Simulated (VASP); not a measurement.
All values below come from G0W0 on PBE orbitals, VASP's PBE PAW potentials (set 64) (plane waves; VASP 6.6.1).

The input files of a VASP run:

POSCAR:
```
GaN
1
    0.0000000000     2.2600000000     2.2600000000
    2.2600000000     0.0000000000     2.2600000000
    2.2600000000     2.2600000000     0.0000000000
Ga N
1 1
Direct
  0.0000000000   0.0000000000   0.0000000000
  0.2500000000   0.2500000000   0.2500000000
```

### INCAR
```
SYSTEM  =  GaN
PREC  =  Normal; ENCUT  =  500; LREAL  =  .FALSE.
LASPH  =  .TRUE.; NBANDS  =  120
ALGO  =  EVGW0
ISMEAR  =  0; SIGMA  =  0.01
GGA  =  PE
LWAVE  =  .FALSE.; LCHARG  =  .FALSE.
NELMGW  =  1; NOMEGA  =  64; ENCUTGW  =  180
NBANDSGW  =  17; LSPECTRALGW  =  .TRUE.
```

KPOINTS:
```
Automatic mesh
0
Gamma
6 6 6
0 0 0
```

POTCAR, in this order: Ga_d_GW N_GW_new (PBE.64 set). Program: vasp_std. Read from the step before: WAVECAR, WAVEDER.

The run wrote:

OSZICAR:
```
energies w=
    0.000    0.000    0.565    0.000    1.128    0.000    1.689    0.000
    2.247    0.000    2.799    0.000    3.346    0.000    3.887    0.000
    4.421    0.000    4.948    0.000    5.467    0.000    5.979    0.000
    6.485    0.000    6.983    0.000    7.475    0.000    7.961    0.000
    8.443    0.000    8.920    0.000    9.393    0.000    9.864    0.000
   10.333    0.000   10.801    0.000   11.270    0.000   11.740    0.000
   12.212    0.000   12.688    0.000   13.170    0.000   13.657    0.000
   14.153    0.000   14.658    0.000   15.175    0.000   15.704    0.000
   16.249    0.000   16.812    0.000   17.395    0.000   18.001    0.000
   18.634    0.000   19.296    0.000   19.993    0.000   20.729    0.000
   21.511    0.000   22.343    0.000   23.234    0.000   24.193    0.000
   25.231    0.000   26.360    0.000   27.598    0.000   28.961    0.000
   30.474    0.000   32.167    0.000   34.076    0.000   36.249    0.000
   38.749    0.000   41.657    0.000   45.087    0.000   49.193    0.000
   54.199    0.000   60.435    0.000   68.415    0.000   78.980    0.000
   93.608    0.000  115.165    0.000  150.028    0.000  215.833    0.000
NQ=   1    0.0000    0.0000    0.0000,
 performed        496000 updates of chi_q(r,r)
NQ=   2    0.1667    0.0000    0.0000,
 performed       1270000 updates of chi_q(r,r)
NQ=   3    0.3333    0.0000    0.0000,
 performed       2044000 updates of chi_q(r,r)
NQ=   4    0.5000    0.0000    0.0000,
 performed       2720000 updates of chi_q(r,r)
NQ=   5    0.1667    0.1667    0.0000,
 performed       3494000 updates of chi_q(r,r)
NQ=   6    0.3333    0.1667    0.0000,
 performed       4619000 updates of chi_q(r,r)
NQ=   7    0.5000    0.1667    0.0000,
 performed       5744000 updates of chi_q(r,r)
NQ=   8   -0.3333    0.1667    0.0000,
 performed       6869000 updates of chi_q(r,r)
NQ=   9   -0.1667    0.1667    0.0000,
 performed       7863000 updates of chi_q(r,r)
NQ=  10    0.3333    0.3333    0.0000,
 performed       8637000 updates of chi_q(r,r)
NQ=  11    0.5000    0.3333    0.0000,
 performed       9762000 updates of chi_q(r,r)
NQ=  12   -0.3333    0.3333    0.0000,
 performed      10756000 updates of chi_q(r,r)
NQ=  13    0.5000    0.5000    0.0000,
 performed      11375000 updates of chi_q(r,r)
NQ=  14    0.5000    0.3333    0.1667,
 performed      12622000 updates of chi_q(r,r)
NQ=  15   -0.3333    0.3333    0.1667,
 performed      13804000 updates of chi_q(r,r)
NQ=  16   -0.3333    0.5000    0.1667,
 performed      14802000 updates of chi_q(r,r)
 resolving degeneracies of screened two electron integrals
```

**OUTCAR**
```


 k-point   1 :       0.0000    0.0000    0.0000
  band No.  KS-energies  QP-energies   sigma(KS)   V_xc(KS)     V^pw_x(r,r')   Z            occupation Imag(sigma)

      1     -10.2145     -11.2885     -16.4799     -14.8487     -24.5583       0.6584       2.0000       1.0396
      2      -7.8419     -10.6298     -25.3474     -21.4936     -34.8108       0.7234       2.0000       0.2025
      3      -7.8419     -10.6298     -25.3474     -21.4936     -34.8108       0.7234       2.0000       0.2025
      4      -7.8419     -10.6298     -25.3474     -21.4936     -34.8108       0.7234       2.0000       0.2025
      5      -7.5346     -10.4249     -25.7646     -21.8063     -35.1958       0.7302       2.0000       0.1455
      6      -7.5346     -10.4249     -25.7646     -21.8063     -35.1958       0.7302       2.0000       0.1455
      7       5.6428       4.9762     -18.5652     -17.6881     -21.2942       0.7600       2.0000       0.0700
      8       5.6428       4.9762     -18.5652     -17.6881     -21.2942       0.7600       2.0000       0.0700
      9       5.6428       4.9762     -18.5652     -17.6881     -21.2942       0.7600       2.0000       0.0700
     10       7.3130       7.8192     -12.6914     -13.3314      -9.0947       0.7910       0.0000      -0.0525
     11      15.8817      16.5043     -10.5993     -11.3904      -5.3601       0.7870       0.0000      -0.1074
     12      15.8817      16.5043     -10.5993     -11.3904      -5.3601       0.7870       0.0000      -0.1074
     13      15.8817      16.5043     -10.5993     -11.3904      -5.3601       0.7870       0.0000      -0.1074
     14      23.1454      23.6716      -9.0661      -9.7442      -2.7126       0.7761       0.0000      -0.4788
     15      24.3646      24.5701      -9.3358      -9.5986      -2.9674       0.7821       0.0000      -0.6752
     16      24.3646      24.5701      -9.3358      -9.5986      -2.9674       0.7821       0.0000      -0.6752
     17      24.3646      24.5701      -9.3358      -9.5986      -2.9674       0.7821       0.0000      -0.6752

 k-point   2 :       0.1667    0.0000    0.0000
  band No.  KS-energies  QP-energies   sigma(KS)   V_xc(KS)     V^pw_x(r,r')   Z            occupation Imag(sigma)

      1      -9.9398     -11.1004     -17.1508     -15.4115     -25.2834       0.6672       2.0000       0.9916
      2      -7.8093     -10.6041     -25.3930     -21.5327     -34.8630       0.7240       2.0000       0.2009
      3      -7.8093     -10.6041     -25.3930     -21.5327     -34.8630       0.7240       2.0000       0.2009
      4      -7.7104     -10.4117     -24.7730     -21.0479     -34.0777       0.7252       2.0000       0.2441
      5      -7.5360     -10.4224     -25.7577     -21.8014     -35.1915       0.7296       2.0000       0.1465
      6      -7.5360     -10.4224     -25.7577     -21.8014     -35.1915       0.7296       2.0000       0.1465
      7       3.3606       2.5581     -16.8886     -15.8235     -19.8619       0.7534       2.0000       0.0900
      8       5.3740       4.6785     -18.3303     -17.4143     -21.1097       0.7593       2.0000       0.0721
      9       5.3740       4.6785     -18.3303     -17.4143     -21.1097       0.7593       2.0000       0.0721
     10       8.9284       9.4976     -13.4490     -14.1779      -9.6739       0.7810       0.0000      -0.0580
     11      14.8455      15.5096     -11.1352     -11.9849      -5.9519       0.7816       0.0000      -0.1051
     12      16.2349      16.8697     -10.7994     -11.6129      -5.4374       0.7803       0.0000      -0.1224
     13      16.2349      16.8697     -10.7994     -11.6129      -5.4374       0.7803       0.0000      -0.1224
     14      22.3507      22.5325      -8.8256      -9.0565      -2.7129       0.7872       0.0000      -0.5157
     15      22.4105      22.7831     -10.0649     -10.5392      -4.3579       0.7856       0.0000      -0.3775
     16      22.4105      22.7831     -10.0649     -10.5392      -4.3579       0.7856       0.0000      -0.3775
     17      26.0519      26.6735      -9.7140     -10.5066      -3.0461       0.7842       0.0000      -0.7556

 k-point   3 :       0.3333    0.0000    0.0000
  band No.  KS-energies  QP-energies   sigma(KS)   V_xc(KS)     V^pw_x(r,r')   Z            occupation Imag(sigma)

      1      -9.4959     -10.9976     -19.4124     -17.2048     -27.9010       0.6803       2.0000       0.7929
      2      -7.7660     -10.5727     -25.4454     -21.5717     -34.9115       0.7246       2.0000       0.1946
      3      -7.7660     -10.5727     -25.4454     -21.5717     -34.9115       0.7246       2.0000       0.1946
      4      -7.5147     -10.4011     -25.7904     -21.8371     -35.2473       0.7301       2.0000       0.1507
      5      -7.5147     -10.4011     -25.7904     -21.8371     -35.2473       0.7301       2.0000       0.1507
      6      -7.0391      -9.3678     -23.0663     -19.8463     -31.8272       0.7232       2.0000       0.3799
      7       0.3135      -0.6626     -15.6603     -14.3157     -19.6389       0.7259       2.0000       0.1780
      8       4.8990       4.1587     -17.9676     -16.9905     -20.8422       0.7577       2.0000       0.0762
      9       4.8990       4.1587     -17.9676     -16.9905     -20.8422       0.7577       2.0000       0.0762
     10      10.0507      10.6968     -12.2319     -13.0509      -7.8836       0.7888       0.0000      -0.0674
     11      14.2365      14.9376     -12.6413     -13.5678      -7.2420       0.7567       0.0000      -0.1236
     12      16.2128      16.7932     -10.7538     -11.4973      -5.4544       0.7806       0.0000      -0.1304
     13      16.2128      16.7932     -10.7538     -11.4973      -5.4544       0.7806       0.0000      -0.1304
     14      21.1965      21.4609      -9.0913      -9.4296      -3.0122       0.7815       0.0000      -0.4298
     15      23.1597      23.6242     -10.6508     -11.2477      -4.5563       0.7781       0.0000      -0.4485
     16      23.1597      23.6242     -10.6508     -11.2477      -4.5563       0.7781       0.0000      -0.4485
     17      29.1682      29.8955     -10.8960     -11.8142      -3.6395       0.7921       0.0000      -1.1214

 k-point   4 :       0.5000    0.0000    0.0000
  band No.  KS-energies  QP-energies   sigma(KS)   V_xc(KS)     V^pw_x(r,r')   Z            occupation Imag(sigma)

      1      -9.3578     -11.0794     -20.6436     -18.1447     -29.3654       0.6890       2.0000       0.6788
      2      -7.7578     -10.5692     -25.4478     -21.5683     -34.9040       0.7247       2.0000       0.1908
      3      -7.7578     -10.5692     -25.4478     -21.5683     -34.9040       0.7247       2.0000       0.1908
      4      -7.4891     -10.3787     -25.8346     -21.8812     -35.3117       0.7309       2.0000       0.1533
      5      -7.4891     -10.3787     -25.8346     -21.8812     -35.3117       0.7309       2.0000       0.1533
      6      -6.2716      -8.4070     -22.8654     -19.9104     -31.4160       0.7226       2.0000       0.4124
      7      -1.3396      -2.3033     -14.3023     -12.9543     -18.5834       0.7148       2.0000       0.2829
      8       4.6849       3.9291     -17.8185     -16.8180     -20.7325       0.7554       2.0000       0.0779
      9       4.6849       3.9291     -17.8185     -16.8180     -20.7325       0.7554       2.0000       0.0779
     10      10.2213      10.8653     -11.7253     -12.5345      -7.3478       0.7958       0.0000      -0.0664
     11      14.3281      15.0068     -13.1644     -14.0804      -7.5329       0.7409       0.0000      -0.1392
     12      15.9471      16.4893     -10.6441     -11.3359      -5.4654       0.7836       0.0000      -0.1241
     13      15.9471      16.4893     -10.6441     -11.3359      -5.4654       0.7836       0.0000      -0.1241
     14      21.1966      21.5378      -9.5316      -9.9721      -3.2622       0.7745       0.0000      -0.4190
     15      25.1269      25.6335     -11.3587     -12.0207      -4.3673       0.7652       0.0000      -0.7321
     16      25.1269      25.6335     -11.3587     -12.0207      -4.3673       0.7652       0.0000      -0.7321
     17      28.5666      29.3876     -11.1486     -12.1717      -4.2460       0.8024       0.0000      -1.0477

 k-point   5 :       0.1667    0.1667    0.0000
  band No.  KS-energies  QP-energies   sigma(KS)   V_xc(KS)     V^pw_x(r,r')   Z            occupation Imag(sigma)

      1      -9.8529     -11.0496     -17.4045     -15.6237     -25.5677       0.6720       2.0000       0.9726
      2      -7.7754     -10.5754     -25.4373     -21.5710     -34.9151       0.7242       2.0000       0.1998
      3      -7.7754     -10.5754     -25.4373     -21.5710     -34.9151       0.7242       2.0000       0.1998
      4      -7.7264     -10.4132     -24.6726     -20.9608     -33.9455       0.7239       2.0000       0.2452
      5      -7.5414     -10.3888     -25.5374     -21.6307     -34.9245       0.7289       2.0000       0.1638
      6      -7.5160     -10.4063     -25.7882     -21.8296     -35.2286       0.7301       2.0000       0.1459
      7       3.5002       2.7331     -17.1112     -16.0933     -20.0332       0.7536       2.0000       0.0866
      8       4.8603       4.1079     -17.8578     -16.8657     -20.7207       0.7584       2.0000       0.0764
      9       4.8603       4.1079     -17.8578     -16.8657     -20.7207       0.7584       2.0000       0.0764
     10       9.4485      10.0328     -13.8009     -14.5527      -9.9691       0.7772       0.0000      -0.0610
     11      14.0423      14.6947     -10.5614     -11.3822      -5.5815       0.7948       0.0000      -0.0891
     12      16.7184      17.3872     -11.2805     -12.1483      -5.7093       0.7708       0.0000      -0.1462
     13      16.7184      17.3872     -11.2805     -12.1483      -5.7093       0.7708       0.0000      -0.1462
     14      18.9047      19.1430      -9.5078      -9.8098      -4.1787       0.7889       0.0000      -0.2285
     15      25.9353      26.5872     -11.1931     -12.0140      -5.2889       0.7941       0.0000      -0.4992
     16      26.2305      26.5001      -9.4334      -9.7740      -2.9779       0.7916       0.0000      -0.8013
     17      26.2305      26.5001      -9.4334      -9.7740      -2.9779       0.7916       0.0000      -0.8013

 k-point   6 :       0.3333    0.1667    0.0000
  band No.  KS-energies  QP-energies   sigma(KS)   V_xc(KS)     V^pw_x(r,r')   Z            occupation Imag(sigma)

...
```
(Selected blocks of OUTCAR.)

The mesh is coarse and the basis finite, so the quasiparticle values are not converged.

The compound is GaN in the zinc blende structure, a metastable form; wurtzite is the usual one. The cell was not relaxed at this level.
